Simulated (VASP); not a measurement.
Consider the following.

```
MgZnO2
1.0
    3.26352     0.00000     0.00000
   -1.63176     2.82629     0.00000
    0.00000     0.00000     5.14173
Mg Zn O
1 1 2
Direct
  0.33333   0.66667   0.49665
  0.66667   0.33333   0.00349
  0.33333   0.66667   0.88322
  0.66667   0.33333   0.38862
```

These are PBEsol GGA, VASP's PBE PAW potentials (set 64) (plane waves; VASP) values and carry that method's errors. Settings: 520 eV cut-off, Gaussian smearing of 0.050 eV, potentials Mg Zn O.

**Question.** Predict the band gap (along the path) with the smallest direct gap where there is one.

**Answer.** 
```json
{
 "band gap (along the path)": "1.69 eV",
 "smallest direct gap (along the path)": "1.69 eV"
}
```

Only differences to runs with the same potentials and settings are physical.

The structure comes from a computed database's MgZnO2 entry (P3m1); how it stands against other phases isn't given here. It was relaxed first.
